## Question

The table lists energy levels of gallium phosphide, computed with a semilocal density functional, at seven points of the Brillouin zone. Each point stands for one pattern of phases by which an electron wave changes from cell to cell. In order, the rows are the zone centre Γ; the point L; two points one third and two thirds of the way from Γ to K; a point three quarters of the way from Γ to X; the midpoint between X and W; and W. "Level under 1" is the highest filled level, "level over 1" the lowest empty one, and energies count from the filled top at Γ.

VASP 6.6.1 plane-wave DFT calculation of zinc-blende GaP (two-atom primitive cell, edges 3.854 Å) with the r2SCAN functional, PBE PAW potentials (Ga 3d electrons in the valence), a 520 eV cutoff and an 8×8×8 k mesh, without spin polarisation or spin–orbit coupling. Levels are counted from the valence top, and points are given as fractions of the reciprocal cell vectors.

| point a (reciprocal cell vector) | point b (reciprocal cell vector) | point c (reciprocal cell vector) | level under 3 (eV) | level under 2 (eV) | level under 1 (eV) | level over 1 (eV) | level over 2 (eV) |
| --- | --- | --- | --- | --- | --- | --- | --- |
| 0.0000 | 0.0000 | 0.0000 | 0.000 | 0.000 | 0.000 | 2.344 | 4.191 |
| 0.5000 | 0.0000 | 0.0000 | -6.845 | -1.169 | -1.169 | 2.040 | 5.057 |
| -0.1250 | 0.1250 | 0.0000 | -2.805 | -1.387 | -0.282 | 3.434 | 4.676 |
| -0.2500 | 0.2500 | 0.0000 | -5.558 | -3.504 | -1.254 | 3.525 | 6.150 |
| 0.3750 | 0.3750 | 0.0000 | -5.810 | -2.525 | -2.525 | 1.902 | 2.830 |
| -0.3750 | 0.5000 | 0.1250 | -6.855 | -3.284 | -3.204 | 3.057 | 3.261 |
| -0.2500 | 0.5000 | 0.2500 | -6.738 | -3.705 | -3.537 | 5.042 | 5.306 |

(a) L is farther from Γ than the point towards X. Why does the highest filled level nevertheless sink less there?

(b) Build a model from p orbitals on neighbouring atoms. Use it for the first point towards K, and say where it fails.

(c) Is the gap direct or indirect, and what follows for light?

## Model answer

**(a)** The highest filled levels are bonding combinations of p orbitals on P and Ga. How deep such a level lies depends on how strongly the two atoms couple, and the phases decide that. Two limiting cases show how.

At Γ every cell has the same phase. A p orbital then couples only to the p orbital of the same direction on its four neighbours. Each bond runs obliquely to that direction, so the contact is partly end-on (σ) and partly sideways (π). When the σ part is bonding, the π part is antibonding, and much of the gain is lost. Coupling between different directions, such as x on P with y on Ga, cancels over the four bonds.

On the line from X to W the phases reverse this. The same-direction coupling now cancels, while the coupling between different directions survives, and in it σ and π help each other. The bonding level therefore lies much deeper. This picture follows the p levels that nearest-neighbour coupling does not mix with s orbitals, which are expected to form the filled top in these rows; for them the bonding is weakest at Γ. The remaining p level, such as the one pointing along the line to X, loses its p coupling instead. It is expected to sink for another reason, by mixing with s orbitals, which a model of p orbitals alone leaves out.

L and the point towards X lie between these limits. Call the coupling A at Γ and B on the line X–W, and neglect A for a rough picture. At L the two couplings are averaged, which leaves B/2, or a quarter of B². Towards X they act a quarter cycle out of phase, so their squares are averaged instead, and three quarters of the way out about 85% of B² is present. The direction in which the phases change thus matters more than the distance: the level sinks by 1.169 eV at L and by 2.525 eV towards X.

**(b)** Two coupled levels repel each other, so the filled one lies at

E = ε − √(D² + h²).

Here ε is the mean energy of the Ga and P p levels, D half their difference, and h the coupling. Towards K the level followed is the p orbital across the line, along the other diagonal of the same cube face. For it h = A cos²θ + B sin²θ, with θ = π/8 at the first point and π/4 at the second. The four constants were fixed by the filled top at Γ, at L and towards X, together with the second empty level at Γ, which is taken to be the antibonding p level, as is usual for such crystals.

The first point towards K was not used in the fit. With A = 0.678 eV and B = 4.509 eV,

h = 0.854 × 0.678 + 0.146 × 4.509 ≈ 1.24 eV.

With ε = 2.095 eV and D = 1.983 eV,

E = 2.095 − √(1.983² + 1.24²) ≈ −0.24 eV.

The full calculation gives −0.28 eV. This test is mild: the simpler version in the remarks below, with quite different constants, gives −0.34 eV. The sharper test needs no constants. At the second point θ = π/4 makes h the plain average of A and B, exactly as at L. The model therefore demands equal energies for this level at these two points, whatever the constants, and the computed ones differ by less than 0.1 eV.

The model also explains why the top is single towards K. Along the lines to L and to X, two p directions across the line remain equivalent, so the top level is double. Towards K they are not equivalent, and the pair splits by more than 1 eV at both points.

The model fails in two places. On the empty side it puts the antibonding partner at L at 5.36 eV, whereas the second empty level there, taken to be that partner, is computed at 5.057 eV. So the fit to the filled top does not carry over to the empty levels. The other failure comes between X and W. There the model only shifts coupling from one direction to another, with the total unchanged, and so predicts a flat, double level at −2.83 eV. In the table the pair is split, by 0.08 eV at the midpoint and 0.168 eV at W. The computed level sinks to −3.204 eV at the midpoint and −3.537 eV at W. Coupling between more distant atoms, or to d orbitals, could supply the missing depth. The model leaves out both, and the table does not decide between them.

**(c)** The gap is indirect. The filled top is at Γ, but the lowest empty level is the one towards X, at 1.902 eV, against 2.344 eV at Γ. L lies between them, only 0.14 eV above the lowest.

The empty side follows a different rule because its lowest level at Γ is an antibonding s state. By symmetry it cannot mix with p states there. Away from Γ it can: filled p states below push it up, and empty p states above push it down. By this standard argument the upward push wins near Γ, where the level has risen by 1.09 eV at the first point towards K. The low valleys farther out are read from the table; the p model does not yield them.

Light carries almost no crystal momentum. An electron in the valley towards X therefore needs a lattice vibration, or a defect, to fall back to the filled top at Γ. This makes pure gallium phosphide a weak emitter at its band edge, which matters when it is used in light-emitting diodes.

## Remarks on the reasoning

A fit that reproduces the point towards X cannot also be evidence for the answer to (a). A simpler version supplies the test. It sets D to zero and is fixed at Γ and L alone, and it puts the level towards X at −2.08 eV. That is well below L, though not as deep as computed, so the phases alone give the right order.

The same comparison warns against reading A as a bond strength. Without D it rises from 0.68 to 2.10 eV, while B hardly moves. What survives in both versions is that A is less than half of B. The analysis printed below lists both versions for every point, in the order of the table.

The value of 1.902 eV should not be taken for the gap of the real crystal. X itself is a point of the mesh and lies no lower, since the gap over the whole mesh is the same 1.902 eV. The floor of the valley is therefore expected on the line short of X, probably between points of the mesh, so this functional's own gap may be slightly smaller. The measured gap is larger, roughly 2.3 eV, because semilocal functionals underestimate gaps. Spin–orbit coupling, left out here, would split the threefold top at Γ by roughly 0.1 eV and narrow the gap a little, so it does not explain the shortfall.

Printed output of the fit:

```
Filled top, eV (model set by rows 1, 2, 5):
     row  distance  computed    model       miss  no_GaP_difference
     0.0         0         0        0          0                  0
     0.5     0.866    -1.169   -1.169  4.441e-16             -1.169
  -0.125    0.3536    -0.282  -0.2426     0.0394            -0.3424
   -0.25    0.7071    -1.254   -1.169      0.085             -1.169
   0.375      0.75    -2.525   -2.525  8.882e-16             -2.078
  -0.375     1.031    -3.204    -2.83     0.3742             -2.338
   -0.25     1.118    -3.537    -2.83     0.7072             -2.338
Spacings, eV:
     row  top_pair_split  gap_at_point  empty_above_lowest
     0.0               0         2.344               0.442
     0.5               0         3.209               0.138
  -0.125           1.105         3.716               1.532
   -0.25            2.25         4.779               1.623
   0.375               0         4.427                   0
  -0.375            0.08         6.261               1.155
   -0.25           0.168         8.579                3.14
Mean energy of the p pair at Gamma, eV: 2.095
Coupling at Gamma, full model, eV: 0.6783
Coupling on X-W, full model, eV: 4.509
Half difference of Ga and P p energies in the model, eV: 1.983
Coupling at Gamma, no Ga-P difference, eV: 2.095
Coupling on X-W, no Ga-P difference, eV: 4.434
Empty p partner at L predicted, eV: 5.36
Empty p partner at L, predicted less computed, eV: 0.303
Filled top of row 4 less that of L, eV: -0.085
Indirect gap among the rows, eV: 1.902
Rise of the lowest empty level from Gamma to row 3, eV: 1.09
```
